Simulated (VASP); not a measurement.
# Cu (Fm-3m) in VASP: further runs, part 2 of 2

VASP 6.6.1.

### Step 3. Optical spectrum, r2SCAN

INCAR reads:

```
SYSTEM = Cu
ALGO = Normal
CSHIFT = 0.1
EDIFF = 1E-7
ENCUT = 520
ISIF = 2
ISMEAR = 0
LASPH = .True.
LCHARG = .False.
LMIXTAU = .True.
LOPTICS = .True.
LREAL = .False.
LWAVE = .False.
METAGGA = R2SCAN
NBANDS = 30
NEDOS = 2000
NELM = 60
PREC = Accurate
SIGMA = 0.1
```

KPOINTS reads:

```
k-points
0
Gamma
  30 30 30
  0 0 0
```

POSCAR reads:

```
Cu                                      
1.0
    0.0000000000      1.7907529339      1.7907529339
    1.7907529339     -0.0000000000      1.7907529339
    1.7907529339      1.7907529339     -0.0000000000
  Cu            
     1
Direct
     0.0000000000000000    0.0000000000000000    0.0000000000000000
```

Potentials or basis: VASP PAW PBE potentials, release 64 (Cu).

Command:

```bash
> cat potpaw_PBE.64/Cu/POTCAR > POTCAR
> mpirun -np 1 vasp_std > vasp.out
```

OUTCAR:

```text
SYSTEM = Cu
   EDIFF = 1E-7
   ENCUT = 520
   ISIF = 2
   ISMEAR = 0
   LASPH = .True.
   LREAL = .False.
   METAGGA = R2SCAN
   NELM = 60
   PREC = Accurate

 ion  position               nearest neighbor table
   1  0.000  0.000  0.000-

  LATTYP: Found a face centered cubic cell.
 ALAT       =     3.5815058678

  Lattice vectors:

 A1 = (   0.0000000000,   1.7907529339,   1.7907529339)
 A2 = (   1.7907529339,   0.0000000000,   1.7907529339)
 A3 = (   1.7907529339,   1.7907529339,   0.0000000000)

Analysis of symmetry for initial positions (statically):
=====================================================================
 Subroutine PRICEL returns:
 Original cell was already a primitive cell.

 Routine SETGRP: Setting up the symmetry group for a
 face centered cubic supercell.

 Subroutine GETGRP returns: Found 48 space group operations
 (whereof 48 operations were pure point group operations)
 out of a pool of 48 trial point group operations.

The static configuration has the point symmetry O_h .

Analysis of symmetry for dynamics (positions and initial velocities):
=====================================================================
 Subroutine PRICEL returns:
 Original cell was already a primitive cell.

 Routine SETGRP: Setting up the symmetry group for a
 face centered cubic supercell.

 Subroutine GETGRP returns: Found 48 space group operations
 (whereof 48 operations were pure point group operations)
 out of a pool of 48 trial point group operations.

The dynamic configuration has the point symmetry O_h .

 Subroutine INISYM returns: Found 48 space group operations
 (whereof 48 operations are pure point group operations),
 and found     1 'primitive' translations

----------------------------------------------------------------------------------------

                                     Primitive cell

  volume of cell :      11.4852

  direct lattice vectors                    reciprocal lattice vectors
     0.000000000  1.790752934  1.790752934    -0.279212163  0.279212163  0.279212163
     1.790752934  0.000000000  1.790752934     0.279212163 -0.279212163  0.279212163
     1.790752934  1.790752934  0.000000000     0.279212163  0.279212163 -0.279212163

  length of vectors
     2.532507086  2.532507086  2.532507086     0.483609652  0.483609652  0.483609652

  position of ions in fractional coordinates (direct lattice)
     0.000000000  0.000000000  0.000000000

[... 123 lines left out ...]

 E-fermi :   7.7720     XC(G=0): -13.9335

 val. band max:        7.7616803893   @ k =   0.5000   0.2667   0.1000
 cond. band min:       7.7764378713   @ k =  -0.4000   0.1333   0.0333
 fundamental gap:      0.0147574820
 Fermi energy:         7.7719914553

 k-point     1 :       0.0000    0.0000    0.0000
  band No.  band energies     occupation
      1      -2.1451      2.00000
      2       4.5194      2.00000
      3       4.5194      2.00000
      4       4.5194      2.00000
      5       5.3717      2.00000
      6       5.3717      2.00000
[... 457 lines left out ...]
      4       4.6877      2.00000
      5       5.4291      2.00000
      6       5.5415      2.00000
[... 9 lines left out ...]
     16      49.2676      0.00000
     17      55.6440      0.00000

 [... further k-points ...]

 [bands above 17 left out]

------------------------ aborting loop because EDIFF is reached ----------------------------------------

  FORCE on cell =-STRESS in cart. coord.  units (eV):
  Direction    XX          YY          ZZ          XY          YZ          ZX
  --------------------------------------------------------------------------------------
  -------------------------------------------------------------------------------------
  Total       -0.0021351     -0.0021351     -0.0021351      0.0000000      0.0000000      0.0000000
  in kB       -0.2978476     -0.2978476     -0.2978476      0.0000000      0.0000000      0.0000000
  external PRESSURE =      -0.2978476 kB  Pullay stress =       0.0000000 kB

 VOLUME and BASIS-vectors are now :
 -----------------------------------------------------------------------------
  energy-cutoff  :      520.00
  volume of cell :       11.49
      direct lattice vectors                 reciprocal lattice vectors
     0.000000000  1.790752934  1.790752934    -0.279212163  0.279212163  0.279212163
     1.790752934  0.000000000  1.790752934     0.279212163 -0.279212163  0.279212163
     1.790752934  1.790752934  0.000000000     0.279212163  0.279212163 -0.279212163

 POSITION                                       TOTAL-FORCE (eV/Angst)
 -----------------------------------------------------------------------------------
      0.00000      0.00000      0.00000         0.000000      0.000000     -0.000000
 -----------------------------------------------------------------------------------
    total drift:                                0.000000      0.000000      0.000000

  FREE ENERGIE OF THE ION-ELECTRON SYSTEM (eV)
  ---------------------------------------------------
  free  energy   TOTEN  =       -10.8277274698 eV

  energy  without entropy=      -10.8265477745  energy(sigma->0) =      -10.82713762

 electrical conductivity sigma (Mega S m-1) (frequency dependency in vasprun.xml)
  --------------------------------------------------------------------------------------
       0.155      -0.000       0.000
       0.000       0.155      -0.000
      -0.000      -0.000       0.155

  frequency dependent IMAGINARY DIELECTRIC FUNCTION (independent particle, no local field effects) density-density
     E(ev)      X         Y         Z        XY        YZ        ZX
  --------------------------------------------------------------------------------------------------------------
     0.00000     0.00000     0.00000     0.00000     0.00000     0.00000     0.00000
     1.19858     0.30652     0.30652     0.30652    -0.00000    -0.00000    -0.00000
     2.39715     6.96764     6.96764     6.96764    -0.00000     0.00000    -0.00000
     3.59573     5.74267     5.74267     5.74267     0.00000     0.00000    -0.00000
     4.79430     5.74857     5.74857     5.74857     0.00000     0.00000     0.00000
     5.99288     4.13442     4.13442     4.13442     0.00000     0.00000    -0.00000
[... 92 lines left out ...]
   117.46035     0.00020     0.00020     0.00020     0.00000    -0.00000     0.00000
   118.65893     0.00019     0.00019     0.00019     0.00000    -0.00000     0.00000

  frequency dependent      REAL DIELECTRIC FUNCTION (independent particle, no local field effects) density-density
     E(ev)        X           Y           Z          XY          YZ          ZX
  --------------------------------------------------------------------------------------------------------------
     0.00000     7.89124     7.89124     7.89124    -0.00000    -0.00000    -0.00000
     1.19858     9.16839     9.16839     9.16839    -0.00000    -0.00000    -0.00000
     2.39715     7.36960     7.36960     7.36960     0.00000     0.00000    -0.00000
     3.59573     3.88020     3.88020     3.88020     0.00000     0.00000     0.00000
     4.79430     3.20660     3.20660     3.20660     0.00000     0.00000     0.00000
     5.99288     0.43244     0.43244     0.43244    -0.00000    -0.00000    -0.00000
[... 92 lines left out ...]
   117.46035     0.91788     0.91788     0.91788    -0.00000    -0.00000    -0.00000
   118.65893     0.92020     0.92020     0.92020    -0.00000    -0.00000    -0.00000

  frequency dependent IMAGINARY DIELECTRIC FUNCTION (independent particle, no local field effects) current-current
     E(ev)      X         Y         Z        XY        YZ        ZX
  --------------------------------------------------------------------------------------------------------------
     0.00000    23.05005    23.05005    23.05005     0.00000    -0.00000    -0.00000
     1.19858     1.67719     1.67719     1.67719     0.00000    -0.00000     0.00000
     2.39715     7.49205     7.49205     7.49205     0.00000     0.00000     0.00000
     3.59573     5.89585     5.89585     5.89585     0.00000     0.00000    -0.00000
     4.79430     5.83821     5.83821     5.83821    -0.00000     0.00000     0.00000
     5.99288     4.11292     4.11292     4.11292     0.00000    -0.00000    -0.00000
[... 92 lines left out ...]
   117.46035     0.00006     0.00006     0.00006    -0.00000    -0.00000    -0.00000
   118.65893     0.00005     0.00005     0.00005    -0.00000    -0.00000    -0.00000

  frequency dependent      REAL DIELECTRIC FUNCTION (independent particle, no local field effects) current-current
     E(ev)        X           Y           Z          XY          YZ          ZX
  --------------------------------------------------------------------------------------------------------------
     0.00000     7.87794     7.87794     7.87794     0.00000    -0.00000    -0.00000
     1.19858     9.13905     9.13905     9.13905     0.00000    -0.00000     0.00000
     2.39715     6.76260     6.76260     6.76260     0.00000     0.00000    -0.00000
     3.59573     3.55616     3.55616     3.55616     0.00000    -0.00000     0.00000
     4.79430     2.96777     2.96777     2.96777     0.00000    -0.00000    -0.00000
     5.99288     0.29492     0.29492     0.29492    -0.00000    -0.00000     0.00000
[... 92 lines left out ...]
   117.46035     0.91788     0.91788     0.91788     0.00000     0.00000     0.00000
   118.65893     0.92020     0.92020     0.92020     0.00000     0.00000     0.00000
```

OSZICAR:

```text
N       E                     dE             d eps       ncg     rms          rms(c)
DAV:   1     0.673546011935E+02    0.67355E+02   -0.36743E+03 60006   0.634E+02
DAV:   2    -0.719969719131E+01   -0.74554E+02   -0.64148E+02 47076   0.169E+02
DAV:   3    -0.133246932724E+02   -0.61250E+01   -0.60211E+01 55284   0.366E+01
DAV:   4    -0.133718003389E+02   -0.47107E-01   -0.47090E-01 54320   0.329E+00
DAV:   5    -0.133718617697E+02   -0.61431E-04   -0.61430E-04 53896   0.116E-01    0.784E+00
DAV:   6    -0.114248972201E+02    0.19470E+01   -0.19509E+01 71560   0.387E+01    0.567E+00
DAV:   7    -0.108385543554E+02    0.58634E+00   -0.41906E+00 60068   0.164E+01    0.527E-01
DAV:   8    -0.108344068005E+02    0.41476E-02   -0.91774E-02 60754   0.256E+00    0.940E-01
DAV:   9    -0.108267428664E+02    0.76639E-02   -0.10465E-01 58470   0.271E+00    0.621E-02
DAV:  10    -0.108277577367E+02   -0.10149E-02   -0.15134E-03 56320   0.191E-01    0.108E-01
DAV:  11    -0.108277152747E+02    0.42462E-04   -0.36817E-04 61756   0.116E-01    0.450E-02
DAV:  12    -0.108277253645E+02   -0.10090E-04   -0.37003E-04 55322   0.139E-01    0.220E-02
DAV:  13    -0.108277256944E+02   -0.32988E-06   -0.55700E-05 55374   0.514E-02    0.105E-03
DAV:  14    -0.108277279763E+02   -0.22818E-05   -0.88919E-07 57008   0.429E-03    0.139E-03
DAV:  15    -0.108277270689E+02    0.90735E-06   -0.66856E-07 52388   0.683E-03    0.698E-04
DAV:  16    -0.108277276080E+02   -0.53912E-06   -0.35287E-08 52448   0.124E-03    0.752E-04
DAV:  17    -0.108277274599E+02    0.14815E-06   -0.46350E-08 35390   0.120E-03    0.167E-04
DAV:  18    -0.108277274698E+02   -0.99296E-08   -0.41744E-09 30486   0.324E-04
   1 F= -.10827727E+02 E0= -.10827138E+02  d E =-.117970E-02
 imaginary and real dielectric function
```

stdout:

```text
POSCAR found type information on POSCAR Cu
 POSCAR found :  1 types and       1 ions
 scaLAPACK will be used
 -----------------------------------------------------------------------------
|                                                                             |
|                                                                             |
|     You enforced a specific xc type in the INCAR file but a different       |
|     I HOPE YOU KNOW WHAT YOU ARE DOING!                                     |
|                                                                             |
 -----------------------------------------------------------------------------

 LDA part: xc-table for (None), standard interpolation
 POSCAR, INCAR and KPOINTS ok, starting setup
 FFT: planning ... GRIDC
 FFT: planning ... GRID_SOFT
 FFT: planning ... GRID
 WAVECAR not read
 entering main loop
 optical routines
 imaginary and real dielectric function
 direction            1
 direction            2
 direction            3
```

Wall time 9.7 min (1 thread of Intel Xeon 6975P-C (Granite Rapids), shared host); peak memory 0.42 GiB.

Results:

| Item | Value |
| --- | --- |
| Free energy | -10.8277 eV |
| Pressure | 0.0 GPa |
| Band gap on the k mesh | none (metal or under the smearing width) |

Dielectric function (mean over the directions given):
```
energy (eV)  real part  imaginary part
       0.30       7.95            0.04
       0.96       8.61            0.18
       1.62      11.36            1.44
       2.28       8.07            7.01
       3.00       5.72            6.39
       3.66       3.77            5.63
       4.31       4.02            5.29
       5.03       3.03            6.54
       5.69       0.19            4.64
       6.35       0.16            3.37
       7.07       0.73            2.91
       7.73       1.01            2.96
       8.39       0.69            2.49
       9.11       0.69            2.19
       9.77       0.72            2.02
      10.43       0.67            1.76
      11.09       1.01            1.63
      11.81       0.94            1.59
      12.47       0.99            1.54
      13.12       1.03            1.59
      13.84       0.90            1.66
      14.50       0.91            1.61
      15.16       0.78            1.56
      15.88       0.66            1.64
      16.54       0.55            1.40
      17.20       0.54            1.38
      17.92       0.54            1.14
      18.58       0.50            1.08
      19.24       0.50            0.93
      19.96       0.47            0.86
```

Caveat: independent-particle spectra lack excitons; the intraband (Drude) part of a metal's response may be missing; the PAW data sets were made with another functional, which shifts forces and pressure a little.
